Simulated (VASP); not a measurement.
## Vibrations of SnSe2 at several levels of theory

How much do the zone-centre frequencies of SnSe2 depend on the functional? The starting structure is a measured crystal structure from the Crystallography Open Database.

Method: Kohn-Sham DFT with plane waves and PAW; LDA, PBEsol, PBE, PBEsol + D3(BJ), r2SCAN and r2SCAN + rVV10, in VASP 6.6.1.

## (1) Starting point

Symmetry: P-3m1, No. 164, trigonal system. Conventional cell: a = 3.811 Å, b = 3.811 Å, c = 6.141 Å, α = 90.00°, β = 90.00°, γ = 120.00°. Nearest to Sn lie 6 Se at 2.68 Å. Se has 3 Sn at 2.68 Å nearest. Farther neighbours and most contacts between anions are not listed.

Structure file:

```cif
data_structure
_symmetry_space_group_name_H-M 'P-3m1'
_symmetry_Int_Tables_number 164
_cell_length_a 3.8108
_cell_length_b 3.8108
_cell_length_c 6.1410
_cell_angle_alpha 90.000
_cell_angle_beta 90.000
_cell_angle_gamma 120.000
_cell_volume 77.23
loop_
_atom_site_label
_atom_site_type_symbol
_atom_site_symmetry_multiplicity
_atom_site_Wyckoff_symbol
_atom_site_fract_x
_atom_site_fract_y
_atom_site_fract_z
_atom_site_occupancy
Sn1 Sn 1 a 0.00000 0.00000 0.00000 1
Se1 Se 2 d 0.66667 0.33333 0.75080 1
```

## (2) Modes with LDA

LDA, the lowest rung, knows the local density alone. The cell comes from a relaxation at this level, not shown (73.90 Å³).

Contents of INCAR:

```
SYSTEM = SnSe2
PREC = Accurate
ENCUT = 450
EDIFF = 1E-08
NELM = 100
ISMEAR = 0
SIGMA = 0.03
LREAL = .FALSE.
ALGO = Normal
GGA = CA
NBANDS = 19
LORBIT = 11
LWAVE = .FALSE.
LCHARG = .FALSE.
KPAR = 2
IBRION = 8
LEPSILON = .TRUE.
ISIF = 2
```

Contents of POSCAR:

```
SnSe2
1.0
    3.8071073613      0.0000000000      0.0000000000
   -1.9035536806      3.2970516898      0.0000000000
    0.0000000000      0.0000000000      5.8876560292
Sn Se
1 2
Direct
    0.0000000000      0.0000000000      0.0000000000
    0.6666666667      0.3333333333      0.7323637513
    0.3333333333      0.6666666667      0.2676362487
```

Contents of KPOINTS:

```
Automatic mesh
0
Gamma
6 6 4
0 0 0
```

The projector-augmented-wave data sets are Sn_d and Se (LDA family, release 64).

Run with:

```console
$ mpirun -np 2 vasp_std
```

Output:

```text
[banner, memory and clock lines left out]
running    2 mpi-ranks, on    1 nodes
 distrk:  each k-point on    1 cores,    2 groups
 distr:  one band on    1 cores,    1 groups

 POSCAR found type information on POSCAR SnSe
 POSCAR found :  2 types and       3 ions
 LDA part: xc-table for (Slater(with rela. corr.)+CA(PZ))
 , standard interpolation
 POSCAR, INCAR and KPOINTS ok, starting setup
 FFT: planning ... GRIDC
 FFT: planning ... GRID_SOFT
 FFT: planning ... GRID
 WAVECAR not read
 entering main loop
       N       E                     dE             d eps       ncg     rms          rms(c)
DAV:   1     0.189027419965E+03    0.18903E+03   -0.11363E+04   938   0.142E+03
DAV:   2     0.710300763382E+01   -0.18192E+03   -0.17603E+03   996   0.367E+02
DAV:   3    -0.134153147853E+02   -0.20518E+02   -0.20136E+02  1183   0.112E+02
DAV:   4    -0.140556215483E+02   -0.64031E+00   -0.63935E+00  1075   0.205E+01
DAV:   5    -0.140707792282E+02   -0.15158E-01   -0.15156E-01  1198   0.334E+00    0.527E+00
DAV:   6    -0.138153908663E+02    0.25539E+00   -0.49694E-01  1332   0.750E+00    0.336E+00
DAV:   7    -0.137846185841E+02    0.30772E-01   -0.14129E-01  1047   0.234E+00    0.967E-01
DAV:   8    -0.137814491155E+02    0.31695E-02   -0.99076E-03  1168   0.970E-01    0.269E-01
DAV:   9    -0.137812116232E+02    0.23749E-03   -0.11263E-03  1029   0.241E-01    0.801E-02
DAV:  10    -0.137812097508E+02    0.18725E-05   -0.90537E-05  1064   0.632E-02    0.291E-02
DAV:  11    -0.137812116790E+02   -0.19283E-05   -0.10689E-05   979   0.197E-02    0.456E-03
DAV:  12    -0.137812114060E+02    0.27306E-06   -0.96264E-07  1182   0.660E-03    0.411E-03
DAV:  13    -0.137812114710E+02   -0.64993E-07   -0.26748E-07  1027   0.417E-03    0.147E-03
DAV:  14    -0.137812114591E+02    0.11846E-07   -0.42744E-08   984   0.126E-03    0.451E-04
DAV:  15    -0.137812114594E+02   -0.26603E-09   -0.39147E-09   504   0.447E-04
   1 F= -.13781211E+02 E0= -.13781211E+02  d E =-.192065E-12
 Linear response reoptimize wavefunctions to high precision
DAV:   1    -0.137812114595E+02   -0.65484E-10   -0.46140E-10   579   0.180E-04
 Linear response G [H, r] |phi>, progress :
  Direction:   1
       N       E                     dE             d eps       ncg     rms
RMM:   1    -0.482298394036E+02   -0.48230E+02    0.11509E+03  1134   0.309E+02
RMM:   2    -0.906684768112E+02   -0.42439E+02   -0.69681E+01  1781   0.437E+01
RMM:   3    -0.892459519590E+02    0.14225E+01   -0.14448E+00  1791   0.107E+01
RMM:   4    -0.892801219774E+02   -0.34170E-01   -0.17712E-01  1933   0.321E+00
RMM:   5    -0.892869533083E+02   -0.68313E-02   -0.24000E-02  1950   0.119E+00
RMM:   6    -0.892891190340E+02   -0.21657E-02   -0.13755E-02  1975   0.456E-01
RMM:   7    -0.892896500911E+02   -0.53106E-03   -0.91883E-03  2010   0.186E-01
RMM:   8    -0.892886781484E+02    0.97194E-03    0.15313E-02  2027   0.714E-02
RMM:   9    -0.892890005912E+02   -0.32244E-03   -0.25838E-03  2035   0.245E-02
RMM:  10    -0.892890076038E+02   -0.70126E-05   -0.18487E-03  1980   0.991E-03
RMM:  11    -0.892889448786E+02    0.62725E-04    0.73814E-04  1899   0.467E-03
RMM:  12    -0.892889716615E+02   -0.26783E-04    0.50418E-04  1607   0.220E-03
RMM:  13    -0.892889738107E+02   -0.21492E-05   -0.12279E-05  1398   0.144E-03
RMM:  14    -0.892889695384E+02    0.42724E-05    0.35823E-05  1245   0.111E-03
RMM:  15    -0.892889697913E+02   -0.25298E-06    0.14989E-05  1144   0.101E-03
RMM:  16    -0.892889697440E+02    0.47309E-07    0.16721E-05  1092   0.951E-04
RMM:  17    -0.892889697848E+02   -0.40756E-07   -0.29564E-05  1067   0.922E-04
RMM:  18    -0.892889697417E+02    0.43126E-07    0.16164E-05  1058   0.909E-04
RMM:  19    -0.892889697458E+02   -0.41210E-08   -0.25544E-05  1037   0.904E-04
 Linear response G [H, r] |phi>, progress :
  Direction:   2
       N       E                     dE             d eps       ncg     rms
RMM:   1    -0.546452487386E+02   -0.54645E+02    0.10861E+03  1144   0.306E+02
RMM:   2    -0.946383878169E+02   -0.39993E+02   -0.56867E+01  1778   0.435E+01
RMM:   3    -0.940361140878E+02    0.60227E+00    0.16002E+00  1788   0.108E+01
RMM:   4    -0.943871692262E+02   -0.35106E+00   -0.19866E-01  1948   0.297E+00
RMM:   5    -0.943873770651E+02   -0.20784E-03    0.10091E-02  1945   0.107E+00
RMM:   6    -0.943922561747E+02   -0.48791E-02   -0.11414E-02  2003   0.392E-01
RMM:   7    -0.943921931318E+02    0.63043E-04   -0.19373E-03  2007   0.161E-01
RMM:   8    -0.943921759810E+02    0.17151E-04   -0.22330E-03  2048   0.654E-02
RMM:   9    -0.943921927430E+02   -0.16762E-04   -0.94020E-04  2049   0.238E-02
RMM:  10    -0.943921732359E+02    0.19507E-04    0.77779E-04  2000   0.107E-02
RMM:  11    -0.943921917643E+02   -0.18528E-04    0.19768E-04  1828   0.529E-03
RMM:  12    -0.943921870839E+02    0.46804E-05    0.47636E-05  1548   0.288E-03
RMM:  13    -0.943921864530E+02    0.63090E-06    0.81286E-05  1355   0.183E-03
RMM:  14    -0.943921881064E+02   -0.16534E-05    0.13852E-05  1201   0.140E-03
RMM:  15    -0.943921869231E+02    0.11833E-05   -0.70608E-05  1141   0.129E-03
RMM:  16    -0.943921870395E+02   -0.11639E-06   -0.21789E-06  1076   0.123E-03
RMM:  17    -0.943921871111E+02   -0.71534E-07   -0.46533E-05  1048   0.120E-03
RMM:  18    -0.943921870166E+02    0.94493E-07    0.34341E-05  1003   0.119E-03
[...]
RMM:   2    -0.217539444635E+00   -0.55151E-02   -0.13437E-02  3186   0.900E-01    0.684E-02
RMM:   3    -0.217465501595E+00    0.73943E-04   -0.10231E-03  3434   0.226E-01    0.367E-02
RMM:   4    -0.217249036698E+00    0.21646E-03   -0.70781E-05  3545   0.661E-02    0.153E-02
RMM:   5    -0.217178657446E+00    0.70379E-04   -0.91100E-06  3521   0.226E-02    0.535E-03
RMM:   6    -0.217181963321E+00   -0.33059E-05   -0.74795E-07  3702   0.768E-03    0.189E-03
RMM:   7    -0.217187928230E+00   -0.59649E-05   -0.32710E-07  3699   0.261E-03    0.202E-04
RMM:   8    -0.217187405031E+00    0.52320E-06   -0.12708E-07  3650   0.106E-03    0.639E-05
RMM:   9    -0.217187515440E+00   -0.11041E-06   -0.40314E-07  3803   0.470E-04    0.281E-05
RMM:  10    -0.217187327527E+00    0.18791E-06    0.66313E-08  3875   0.226E-04    0.201E-05
RMM:  11    -0.217187406429E+00   -0.78902E-07    0.37918E-08  3798   0.123E-04    0.507E-06
RMM:  12    -0.217187357817E+00    0.48612E-07    0.33998E-08  3736   0.725E-05    0.127E-06
RMM:  13    -0.217187327018E+00    0.30798E-07    0.25690E-08  3690   0.470E-05    0.130E-06
RMM:  14    -0.217187296890E+00    0.30128E-07    0.94458E-09  3278   0.348E-05    0.356E-07
RMM:  15    -0.217187299700E+00   -0.28096E-08    0.52880E-09  2943   0.284E-05    0.322E-07
 first order change of Fermi-energy   0.97561E-05
 force on displaced ion       1 direction 1 :  -5.278   0.000   0.000
 Born effective charge ion    1 direction 1 :   5.248   0.000   0.000
 Linear response progress:
  Degree of freedom:   2/  4
       N       E                     dE             d eps       ncg     rms          rms(c)
RMM:   1    -0.226249679078E+00   -0.22625E+00    0.88850E-01  1195   0.137E+01
RMM:   2    -0.230676570427E+00   -0.44269E-02   -0.14720E-02  1623   0.895E-01    0.116E-01
RMM:   3    -0.229870010877E+00    0.80656E-03   -0.12970E-03  1707   0.245E-01    0.665E-02
RMM:   4    -0.229304327451E+00    0.56568E-03   -0.21192E-04  1752   0.927E-02    0.300E-02
RMM:   5    -0.229051810031E+00    0.25252E-03   -0.14097E-04  1750   0.501E-02    0.821E-03
RMM:   6    -0.229062709291E+00   -0.10899E-04   -0.43224E-05  1863   0.157E-02    0.191E-03
RMM:   7    -0.229082569716E+00   -0.19860E-04   -0.20278E-05  1812   0.589E-03    0.109E-03
RMM:   8    -0.229084261988E+00   -0.16923E-05   -0.13318E-05  1852   0.218E-03    0.279E-04
RMM:   9    -0.229085185493E+00   -0.92350E-06   -0.78410E-06  1894   0.808E-04    0.809E-05
RMM:  10    -0.229085051839E+00    0.13365E-06   -0.64390E-06  1940   0.300E-04    0.325E-05
RMM:  11    -0.229085256563E+00   -0.20472E-06   -0.14084E-06  1837   0.136E-04    0.941E-06
RMM:  12    -0.229085110861E+00    0.14570E-06   -0.88808E-07  1900   0.687E-05    0.472E-06
RMM:  13    -0.229085139113E+00   -0.28252E-07   -0.11557E-06  1935   0.457E-05    0.738E-07
RMM:  14    -0.229085128095E+00    0.11018E-07   -0.87922E-07  1841   0.351E-05    0.101E-06
RMM:  15    -0.229085117998E+00    0.10097E-07   -0.10317E-06  1444   0.316E-05    0.283E-07
RMM:  16    -0.229085153238E+00   -0.35240E-07   -0.11707E-06  1154   0.299E-05    0.908E-08
 first order change of Fermi-energy  -0.88497E-04
 force on displaced ion       1 direction 3 :  -0.000   0.000 -14.783
 Born effective charge ion    1 direction 3 :   0.000   0.000   2.515
 Linear response progress:
  Degree of freedom:   3/  4
       N       E                     dE             d eps       ncg     rms          rms(c)
RMM:   1    -0.806769849737E-01   -0.80677E-01    0.60020E-02  6554   0.144E+00
RMM:   2    -0.799852326311E-01    0.69175E-03   -0.19249E-03  4930   0.271E-01    0.826E-02
RMM:   3    -0.801701100840E-01   -0.18488E-03   -0.20543E-04  5532   0.806E-02    0.425E-02
RMM:   4    -0.804062305642E-01   -0.23612E-03   -0.59548E-05  5522   0.456E-02    0.668E-03
RMM:   5    -0.804130209637E-01   -0.67904E-05   -0.36687E-06  5703   0.103E-02    0.281E-03
RMM:   6    -0.804069824419E-01    0.60385E-05   -0.40435E-07  5742   0.269E-03    0.115E-03
RMM:   7    -0.804075729219E-01   -0.59048E-06    0.18189E-07  5975   0.845E-04    0.193E-04
RMM:   8    -0.804080936969E-01   -0.52078E-06    0.68494E-07  5687   0.298E-04    0.680E-05
RMM:   9    -0.804078428730E-01    0.25082E-06    0.37251E-07  6179   0.105E-04    0.789E-06
RMM:  10    -0.804078542820E-01   -0.11409E-07   -0.16605E-10  6086   0.447E-05    0.323E-06
RMM:  11    -0.804078252886E-01    0.28993E-07    0.32398E-08  6025   0.290E-05    0.142E-06
RMM:  12    -0.804078691785E-01   -0.43890E-07    0.31876E-08  4672   0.229E-05    0.256E-07
RMM:  13    -0.804078659973E-01    0.31811E-08    0.38691E-08  2656   0.215E-05    0.935E-08
 first order change of Fermi-energy  -0.17732E-04
 force on displaced ion       2 direction 1 :  -3.664  -0.002   0.000
 Born effective charge ion    2 direction 1 :  -2.930   0.000  -0.000
 Linear response progress:
  Degree of freedom:   4/  4
       N       E                     dE             d eps       ncg     rms          rms(c)
RMM:   1    -0.993604615201E-01   -0.99360E-01    0.65584E-02  1979   0.154E+00
RMM:   2    -0.972341513119E-01    0.21263E-02   -0.22185E-03  1620   0.259E-01    0.944E-02
RMM:   3    -0.971078919457E-01    0.12626E-03   -0.27279E-04  1732   0.817E-02    0.444E-02
RMM:   4    -0.971031440194E-01    0.47479E-05   -0.97400E-05  1766   0.397E-02    0.196E-02
RMM:   5    -0.971183570626E-01   -0.15213E-04   -0.49495E-05  1753   0.212E-02    0.558E-03
RMM:   6    -0.971140411668E-01    0.43159E-05   -0.35979E-06  1730   0.600E-03    0.101E-03
RMM:   7    -0.971146654360E-01   -0.62427E-06   -0.80561E-07  1787   0.147E-03    0.432E-04
RMM:   8    -0.971147255688E-01   -0.60133E-07   -0.49061E-08  1700   0.546E-04    0.874E-05
RMM:   9    -0.971145757632E-01    0.14981E-06    0.37778E-07  1783   0.186E-04    0.267E-05
RMM:  10    -0.971145429324E-01    0.32831E-07    0.44091E-08  1946   0.746E-05    0.798E-06
RMM:  11    -0.971145266359E-01    0.16297E-07    0.14768E-07  1897   0.331E-05    0.341E-06
RMM:  12    -0.971145367051E-01   -0.10069E-07    0.24906E-07  1814   0.240E-05    0.552E-07
RMM:  13    -0.971145293767E-01    0.73284E-08    0.26939E-07  1441   0.207E-05    0.268E-07
RMM:  14    -0.971145178408E-01    0.11536E-07    0.26561E-07   845   0.195E-05    0.548E-08
 first order change of Fermi-energy  -0.88950E+00
 force on displaced ion       2 direction 3 :   0.000  -0.000  -8.482
 Born effective charge ion    2 direction 3 :   0.000  -0.000  -1.313
 Born effective charges drift removed
 Linear response finished
```

Run time: 3.6 min. Hardware: 2 MPI ranks of Intel Xeon 6975P-C (Granite Rapids), shared host; peak memory 0.71 GiB; 7.2 min of CPU time.

The logs omit lines about the potential files and the build; timing stands in the text.

[end of part 1 of 3]

[Lines on the potential files, build, host, timing and source positions are cut from VASP's logs without a mark.]

[Logs are printed without paths, hosts, clocks, repeated set-up lines and the standing remarks that a program may print on its own settings, such as how far it seeks lower states.]

[Hosts, paths, dates, database ids (printed as entryN), source tags and the programs' standing remarks are cut or masked in the printed files.]
